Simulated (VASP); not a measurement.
All values below come from r2SCAN meta-GGA, VASP's PBE PAW potentials (set 64) (plane waves; VASP).

A VASP calculation is set up with these files.

### INCAR
```
# general
SYSTEM =Ag(100) slab
PREC   =Normal
ENCUT  =400
LREAL  =F
LASPH  =T

# electronic loop
EDIFF  =1E-5
NELM   =100
NELMIN =4
ALGO   =Normal
LMAXMIX=4
LMIXTAU=T

# smearing
ISMEAR =1
SIGMA  =0.1

# functional
METAGGA=R2SCAN

# ions
IBRION =2
NSW    =50
ISIF   =2
EDIFFG =-0.03

# output
LWAVE  =T
LCHARG =F

# other
LDIPOL =T
IDIPOL =3
DIPOL  =0.5 0.5 0.5
```

### KPOINTS
```
Automatic mesh
0
Gamma
10 10 1
0 0 0
```

**POSCAR**
```
Ag(100) slab
1
    2.9039116408    -0.0000000000    -0.0000000000
   -0.0000000000     2.9039116408     0.0000000000
    0.0000000000     0.0000000000    27.3816859862
Ag
6
Direct
  0.0000000000   0.5000000000   0.3125230000
  0.5000000000   0.0000000000   0.3875140000
  0.0000000000   0.5000000000   0.4625050000
  0.5000000000   0.0000000000   0.5374950000
  0.0000000000   0.5000000000   0.6124860000
  0.5000000000   0.0000000000   0.6874770000
```

POTCAR, in this order: Ag (PBE.64 set). Program: vasp_std.

Problem. What will the output report for the number of irreducible k-points (NKPTS), largest plane-wave count, number of space-group operations, FFT grid (NGX, NGY, NGZ)?

Solution. 
- number of irreducible k-points (NKPTS) = 21
- largest plane-wave count = 4220
- number of space-group operations = 16
- FFT grid (NGX, NGY, NGZ) = 14 × 14 × 140

The cell is a thin slab with vacuum, built from Ag (fcc): (100) face.
